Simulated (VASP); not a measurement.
Crystal: Pd.

```
Pd
1.0
     0.00000    1.95865    1.95865
     1.95865    0.00000    1.95865
     1.95865    1.95865    0.00000
Pd
1
Direct
  0.00000 0.00000 0.00000
```

```yaml
Program: VASP 6.6.1
Task: relaxation of cell and atoms
Functional: PBEsol
Potentials_or_basis: VASP PAW PBE potentials, release 64 (Pd)
Cutoff: 300 eV
k_mesh: 18 × 18 × 18
Occupations: gaussian, width 0.1 eV
Spin: no spin polarisation
```

At the start: pressure -6.5 GPa; volume 15.03 Å³/atom.

Task: Where does the relaxation end?

Result: Over 4 steps the energy falls by 11.3 meV/atom and the volume is 14.49 Å³/atom (-3.6 %); space group Fm-3m (No. 225, to 0.05 Å).

Step by step:
```
step  energy change (eV)  largest force (eV/Å)  pressure (GPa)  volume (Å³)
   1              0.0000                0.0000           -6.53        15.03
   2              0.0168                0.0000           12.58        13.73
   3             -0.0113                0.0000           -0.09        14.50
   4             -0.0113                0.0000            0.05        14.49
```

Final structure:
```
Pd
1.0
     0.00000    1.93508    1.93508
     1.93508    0.00000    1.93508
     1.93508    1.93508    0.00000
Pd
1
Direct
  0.00000 0.00000 0.00000
```

Caveat: the cutoff is under 1.25 times the usual one of these potentials, so pressure, stress and relaxed cells hold a basis-set (Pulay) error; the PAW data sets were made with another functional, which shifts forces and pressure a little.
